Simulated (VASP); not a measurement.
# SbAs (Pm-3m) in VASP: notebook

Runs on SbAs. Level: LDA. Tasks: single point.

All numbers are computed with VASP 6.6.1; they aren't measurements. Logs are shortened: lines on timing, memory, paths and dates and some standing lists are left out, and cuts for length are marked.

## 1. The crystal as given

It takes space group Pm-3m (No. 221, cubic). Conventional cell: a = 3.484 Å, b = 3.484 Å, c = 3.484 Å, α = 90.00°, β = 90.00°, γ = 90.00°. Sb (site symmetry m-3m) has 8 As at 3.02 Å as nearest neighbours. As (site symmetry m-3m) has 8 Sb at 3.02 Å as nearest neighbours.

Measurements of this composition are mostly on another form, of space group No. 160.

## 2. Single point, LDA

Contents of INCAR:

```
SYSTEM = SbAs
ALGO = Fast ; EDIFF = 1E-6
ENCUT = 520 ; ISIF = 2
ISMEAR = 0 ; LASPH = .True.
LCHARG = .False. ; LREAL = .False.
LWAVE = .False. ; NBANDS = 12
NELM = 100 ; PREC = Accurate
SIGMA = 0.05
```

Contents of KPOINTS:

```
k-points
0
Gamma
  6 6 6
  0 0 0
```

Contents of POSCAR:

```
SbAs
1.0
    3.4840519349      0.0000000000      0.0000000000
    0.0000000000      3.4840519349      0.0000000000
    0.0000000000      0.0000000000      3.4840519349
Sb As
1 1
Direct
    0.0000000000      0.0000000000      0.0000000000
    0.5000000000      0.5000000000      0.5000000000
```

Potentials or basis: VASP PAW LDA potentials, release 64 (Sb, As).

Launch:

```sh
> cat potpaw_LDA.64/Sb/POTCAR potpaw_LDA.64/As/POTCAR > POTCAR
> mpirun -np 1 vasp_std > vasp.out
```

OUTCAR:

```text
SYSTEM = SbAs
   EDIFF = 1E-6
   ENCUT = 520
   ISIF = 2
   ISMEAR = 0
   LASPH = .True.
   LREAL = .False.
   NELM = 100
   PREC = Accurate

 ion  position               nearest neighbor table
   1  0.000  0.000  0.000-   2 3.02   2 3.02   2 3.02   2 3.02   2 3.02   2 3.02   2 3.02   2 3.02

   2  0.500  0.500  0.500-   1 3.02   1 3.02   1 3.02   1 3.02   1 3.02   1 3.02   1 3.02   1 3.02

  LATTYP: Found a simple cubic cell.
 ALAT       =     3.4840519349

  Lattice vectors:

 A1 = (   3.4840519349,   0.0000000000,   0.0000000000)
 A2 = (   0.0000000000,   3.4840519349,   0.0000000000)
 A3 = (   0.0000000000,   0.0000000000,   3.4840519349)

Analysis of symmetry for initial positions (statically):
=====================================================================
 Subroutine PRICEL returns:
 Original cell was already a primitive cell.

 Routine SETGRP: Setting up the symmetry group for a
 simple cubic supercell.

 Subroutine GETGRP returns: Found 48 space group operations
 (whereof 48 operations were pure point group operations)
 out of a pool of 48 trial point group operations.

The static configuration has the point symmetry O_h .

Analysis of symmetry for dynamics (positions and initial velocities):
=====================================================================
 Subroutine PRICEL returns:
 Original cell was already a primitive cell.

 Routine SETGRP: Setting up the symmetry group for a
 simple cubic supercell.

 Subroutine GETGRP returns: Found 48 space group operations
 (whereof 48 operations were pure point group operations)
 out of a pool of 48 trial point group operations.

The dynamic configuration has the point symmetry O_h .

 Subroutine INISYM returns: Found 48 space group operations
 (whereof 48 operations are pure point group operations),
 and found     1 'primitive' translations

----------------------------------------------------------------------------------------

                                     Primitive cell

  volume of cell :      42.2916

  direct lattice vectors                    reciprocal lattice vectors
     3.484051935  0.000000000  0.000000000     0.287022128  0.000000000  0.000000000
     0.000000000  3.484051935  0.000000000     0.000000000  0.287022128  0.000000000
     0.000000000  0.000000000  3.484051935     0.000000000  0.000000000  0.287022128

  length of vectors
     3.484051935  3.484051935  3.484051935     0.287022128  0.287022128  0.287022128

  position of ions in fractional coordinates (direct lattice)
     0.000000000  0.000000000  0.000000000
     0.500000000  0.500000000  0.500000000

  ion indices of the primitive-cell ions
   primitive index   ion index
                 1           1
                 2           2

----------------------------------------------------------------------------------------

 KPOINTS: k-points

Automatic generation of k-mesh.
 Grid dimensions read from file:
 generate k-points for:    6    6    6

 Generating k-lattice:

  Cartesian coordinates                     Fractional coordinates (reciprocal lattice)
     0.047837021  0.000000000  0.000000000     0.166666667  0.000000000  0.000000000
     0.000000000  0.047837021  0.000000000     0.000000000  0.166666667  0.000000000
     0.000000000  0.000000000  0.047837021     0.000000000  0.000000000  0.166666667

  Length of vectors
     0.047837021  0.047837021  0.047837021

  Shift w.r.t. Gamma in fractional coordinates (k-lattice)
     0.000000000  0.000000000  0.000000000

 Subroutine IBZKPT returns following result:
 ===========================================

 Found     20 irreducible k-points:

 Following reciprocal coordinates:
            Coordinates               Weight
  0.000000  0.000000  0.000000      1.000000
  0.166667  0.000000  0.000000      6.000000
  0.333333  0.000000  0.000000      6.000000
  0.500000  0.000000  0.000000      3.000000
  0.166667  0.166667  0.000000     12.000000
  0.333333  0.166667  0.000000     24.000000
[... 12 lines left out ...]
  0.500000  0.500000  0.333333      6.000000
  0.500000  0.500000  0.500000      1.000000
   k-points           NKPTS =     20   k-points in BZ     NKDIM =     20   number of bands    NBANDS=     12
   number of dos      NEDOS =    301   number of ions     NIONS =      2
   total plane-waves  NPLWV =  21952
   dimension x,y,z NGX =    28 NGY =   28 NGZ =   28
   dimension x,y,z NGXF=    56 NGYF=   56 NGZF=   56
   ions per type =               1   1
   NGX,Y,Z   is equivalent  to a cutoff of  13.36, 13.36, 13.36 a.u.
   NGXF,Y,Z  is equivalent  to a cutoff of  26.72, 26.72, 26.72 a.u.
 SYSTEM =  SbAs
   PREC   = accura    normal or accurate (medium, high low for compatibility)
   ISTART =      0    job   : 0-new  1-cont  2-samecut
   ICHARG =      2    charge: 1-file 2-atom 10-const
   ISPIN  =      1    spin polarized calculation?
   LNONCOLLINEAR =      F non collinear calculations
   LSORBIT =      F    spin-orbit coupling
   LASPH  =      T    aspherical Exc in radial PAW
   ENCUT  =  520.0 eV  38.22 Ry    6.18 a.u.   6.48  6.48  6.48*2*pi/ulx,y,z
   NELM   =    100;   NELMIN=  2; NELMDL= -5     # of ELM steps
   EDIFF  = 0.1E-05   stopping-criterion for ELM
   LREAL  =      F    real-space projection
   EDIFFG = 0.1E-04   stopping-criterion for IOM
   NSW    =      0    number of steps for IOM
   IBRION =     -1    ionic relax: 0-MD 1-quasi-New 2-CG
   NFREE  =      0    steps in history (QN), initial steepest desc. (CG)
   ISIF   =      2    stress and relaxation
   ISYM   =      2    0-nonsym 1-usesym 2-fastsym
   POTIM  = 0.5000    time-step for ionic-motion
   TEBEG  =    0.0;   TEEND  =   0.0 temperature during run
   PSTRESS=    0.0 pullay stress
   NELECT =      10.0000    total number of electrons
   NUPDOWN=      -1.0000    fix difference up-down
   EMIN   =  10.00;   EMAX   =-10.00  energy-range for DOS
   EFERMI =   0.00;   METHOD = LEGACY
   ISMEAR =     0;   SIGMA  =   0.05  broadening in eV -4-tet -1-fermi 0-gaus
   EFERMI_NEDOS =   21; number of points for ismear=-14 and -15
   IALGO  =     68    algorithm
   IMIX   =      4    mixing-type and parameters
     AMIX     =   0.40;   BMIX     =  1.00
     AMIX_MAG =   1.60;   BMIX_MAG =  1.00
  volume/ion in A,a.u.               =      21.15       142.70
  Fermi-wavevector in a.u.,A,eV,Ry     =   1.012333  1.913033 13.943506  1.024819
  Thomas-Fermi vector in A             =   2.145437
   LORBIT       =      0    0 simple, 1 ext, 2 COOP (PROOUT), +10 PAW based schemes
   GGA     = CA    functional components
   LHFCALC =     F    Hartree Fock is set to
   AEXX    =    0.0000 exact exchange contribution
   IVDW    =     0    specifies the selected vdW correction
   LEPSILON=     F    determine dielectric tensor
   LRPA    =     F    only Hartree local field effects (RPA)
 non-spin polarized calculation
 RMM-DIIS sequential band-by-band and
 Gauss-broadening in eV      SIGMA  =   0.05
  energy-cutoff  :      520.00
  volume of cell :       42.29
 maximum number of plane-waves:      1155
 NGX is ok and might be reduce to    28
   NGX = 13   NGY = 13   NGZ = 13

 number of electron      10.0000000 magnetization

 Free energy of the ion-electron system (eV)
  ---------------------------------------------------
  ext. energy  EPLUGINS =         0.00000000
  ---------------------------------------------------
  free energy    TOTEN  =        -9.59792564 eV

  energy without entropy =       -9.59059690  energy(sigma->0) =       -9.59426127

 E-fermi :   8.4370     XC(G=0): -10.9532

 val. band max:        8.4273024235   @ k =   0.3333   0.1667   0.0000
 cond. band min:       8.4604501938   @ k =   0.5000   0.3333   0.1667
 fundamental gap:      0.0331477703
 Fermi energy:         8.4369500916

 k-point     1 :       0.0000    0.0000    0.0000
  band No.  band energies     occupation
      1      -5.9429      2.00000
      2       2.7190      2.00000
      3       6.3268      2.00000
      4       6.3268      2.00000
      5       6.3268      2.00000
      6      11.8487      0.00000
      7      11.8487      0.00000
      8      14.9193      0.00000
      9      14.9193      0.00000
     10      14.9193      0.00000
     11      20.3836      0.00000
     12      20.3836      0.00000

 k-point     2 :       0.1667    0.0000    0.0000
  band No.  band energies     occupation
      1      -5.6101      2.00000
      2       1.5614      2.00000
      3       6.3654      2.00000
      4       6.6782      2.00000
      5       6.6782      2.00000
      6      12.1461      0.00000
      7      13.1596      0.00000
      8      13.8449      0.00000
      9      13.8449      0.00000
     10      14.1556      0.00000
     11      19.3487      0.00000
     12      20.1545      0.00000

 k-point     3 :       0.3333    0.0000    0.0000
  band No.  band energies     occupation
      1      -4.6290      2.00000
      2      -0.7145      2.00000
      3       7.1070      2.00000
      4       7.6964      2.00000
      5       7.6964      2.00000
      6      10.9161      0.00000
      7      11.6835      0.00000
      8      11.6835      0.00000
      9      13.0378      0.00000
     10      16.6571      0.00000
     11      18.0150      0.00000
     12      20.8143      0.00000

 k-point     4 :       0.5000    0.0000    0.0000
  band No.  band energies     occupation
      1      -3.3914      2.00000
      2      -2.4775      2.00000
      3       8.2127      2.00000
      4       8.8973      0.00000
      5       8.8973      0.00000
      6       9.1837      0.00000
      7      10.0139      0.00000
      8      10.0139      0.00000
      9      14.3526      0.00000
     10      14.7393      0.00000
     11      21.7063      0.00000
     12      21.8419      0.00000

 k-point     5 :       0.1667    0.1667    0.0000
  band No.  band energies     occupation
      1      -5.2794      2.00000
      2       1.1726      2.00000
      3       4.6905      2.00000
      4       7.0174      2.00000
      5       8.1133      2.00000
      6      11.1079      0.00000
      7      13.3196      0.00000
      8      13.5326      0.00000
      9      13.9406      0.00000
     10      15.1204      0.00000
     11      18.3550      0.00000
     12      18.5111      0.00000
[... 168 lines left out ...]
      1      -2.2851      2.00000
      2       0.1115      2.00000
      3       4.2708      2.00000
      4       4.2708      2.00000
      5       5.4828      2.00000
      6       8.4175      1.41804
      7       8.4175      1.41804
      8      11.3353      0.00000
      9      18.5918      0.00000
     10      20.6551      0.00000
     11      20.6551      0.00000
     12      21.7752      0.00000

 k-point    18 :       0.5000    0.3333    0.3333
  band No.  band energies     occupation
      1      -1.5780      2.00000
      2      -0.0330      2.00000
      3       3.9422      2.00000
      4       4.4146      2.00000
      5       5.8841      2.00000
      6       6.1953      2.00000
      7       9.2775      0.00000
      8       9.6136      0.00000
      9      19.8105      0.00000
     10      20.7713      0.00000
     11      21.5269      0.00000
     12      22.2101      0.00000

 k-point    19 :       0.5000    0.5000    0.3333
  band No.  band energies     occupation
      1      -1.1929      2.00000
      2       0.7214      2.00000
      3       3.6068      2.00000
      4       3.6068      2.00000
      5       6.1613      2.00000
      6       6.7730      2.00000
      7       7.7974      2.00000
      8       7.7974      2.00000
      9      21.3401      0.00000
     10      21.9873      0.00000
     11      21.9873      0.00000
     12      22.9576      0.00000

 k-point    20 :       0.5000    0.5000    0.5000
  band No.  band energies     occupation
      1      -0.9073      2.00000
      2       1.3087      2.00000
      3       5.2995      2.00000
      4       5.2995      2.00000
      5       5.2995      2.00000
      6       5.4814      2.00000
      7       5.4814      2.00000
      8       5.4814      2.00000
      9      23.4078      0.00000
     10      23.4078      0.00000
     11      23.4078      0.00000
     12      24.9704      0.00000

------------------------ aborting loop because EDIFF is reached ----------------------------------------

  FORCE on cell =-STRESS in cart. coord.  units (eV):
  Direction    XX          YY          ZZ          XY          YZ          ZX
  --------------------------------------------------------------------------------------
  -------------------------------------------------------------------------------------
  Total        0.5846670      0.5846670      0.5846670      0.0000000      0.0000000     -0.0000000
  in kB       22.1495700     22.1495700     22.1495700      0.0000000      0.0000000     -0.0000000
  external PRESSURE =      22.1495700 kB  Pullay stress =       0.0000000 kB

 VOLUME and BASIS-vectors are now :
 -----------------------------------------------------------------------------
  energy-cutoff  :      520.00
  volume of cell :       42.29
      direct lattice vectors                 reciprocal lattice vectors
     3.484051935  0.000000000  0.000000000     0.287022128  0.000000000  0.000000000
     0.000000000  3.484051935  0.000000000     0.000000000  0.287022128  0.000000000
     0.000000000  0.000000000  3.484051935     0.000000000  0.000000000  0.287022128

 POSITION                                       TOTAL-FORCE (eV/Angst)
 -----------------------------------------------------------------------------------
      0.00000      0.00000      0.00000         0.000000      0.000000      0.000000
      1.74203      1.74203      1.74203         0.000000      0.000000      0.000000
 -----------------------------------------------------------------------------------
    total drift:                                0.000000      0.000000      0.000000

  FREE ENERGIE OF THE ION-ELECTRON SYSTEM (eV)
  ---------------------------------------------------
  free  energy   TOTEN  =        -9.5979256351 eV

  energy  without entropy=       -9.5905969021  energy(sigma->0) =       -9.59426127
```

Run time: 5.4 s. Hardware: 1 thread of Intel Xeon Platinum 8488C (Sapphire Rapids), shared host; peak memory 0.13 GiB.

Results:

```yaml
Free_energy: -9.5979 eV
Pressure: 2.2 GPa
Band_gap_on_the_k_mesh: none (metal or under the smearing width)
```

Levels at points of the mesh, in eV from the Fermi level:
| k point | band 2 | band 3 | band 4 | band 5 | band 6 | band 7 | band 8 | band 9 |
| --- | --- | --- | --- | --- | --- | --- | --- | --- |
| (0.00, 0.00, 0.00) | -5.72 | -2.11 | -2.11 | -2.11 | 3.41 | 3.41 | 6.48 | 6.48 |
| (0.50, 0.00, 0.00) | -10.91 | -0.22 | 0.46 | 0.46 | 0.75 | 1.58 | 1.58 | 5.92 |
| (0.50, 0.50, 0.00) | -8.77 | -6.29 | -6.29 | 1.28 | 3.15 | 4.41 | 4.41 | 6.89 |
| (0.50, 0.50, 0.50) | -7.13 | -3.14 | -3.14 | -3.14 | -2.96 | -2.96 | -2.96 | 14.97 |

Spin-orbit coupling is left out, which matters for the levels of Sb.

## 3. Single point, LDA

This run uses another cell than the first one, of 21.75 Å³/atom, 1.029 times its volume.

Contents of INCAR:

```
PREC = Accurate ; ENCUT = 520
EDIFF = 1E-6 ; ISMEAR = 0
SIGMA = 0.05 ; LREAL = F
LASPH = T ; NELM = 100
ALGO = Fast ; ISIF = 2
LWAVE = F ; LCHARG = F
GGA = CA ; NBANDS = 12
```

Contents of KPOINTS:

```
regular mesh
0
Gamma
  6 6 6
```

Contents of POSCAR:

```
SbAs
1.0
    3.5171373852      0.0000000000      0.0000000000
    0.0000000000      3.5171373852      0.0000000000
    0.0000000000      0.0000000000      3.5171373852
Sb As
1 1
Direct
    0.0000000000      0.0000000000      0.0000000000
    0.5000000000      0.5000000000      0.5000000000
```

Potentials or basis: VASP PAW LDA potentials, release 64 (Sb, As).

Launch:

```sh
> cat potpaw_LDA.64/Sb/POTCAR potpaw_LDA.64/As/POTCAR > POTCAR
> mpirun -np 1 vasp_std > vasp.out
```

Run time: 5.4 s. Hardware: 1 thread of Intel Xeon Platinum 8488C (Sapphire Rapids), shared host; peak memory 0.14 GiB.

The run converged. Its results:

```
Free energy            : -9.6075 eV
Pressure               : 0.3 GPa
Band gap on the k mesh : none (metal or under the smearing width)
```

Levels at points of the mesh, in eV from the Fermi level:
```tsv
k point	band 3	band 4	band 5	band 6	band 7	band 8
(0.00, 0.00, 0.00)	-2.04	-2.04	-2.04	3.47	3.47	6.24
(0.50, 0.00, 0.00)	-0.31	0.46	0.46	0.63	1.54	1.54
(0.50, 0.50, 0.00)	-6.09	-6.09	1.25	3.03	4.30	4.30
(0.50, 0.50, 0.50)	-3.02	-3.02	-3.02	-2.85	-2.85	-2.85
```

Spin-orbit coupling is left out, which matters for the levels of Sb.

(Continued in part 2 of 2.)
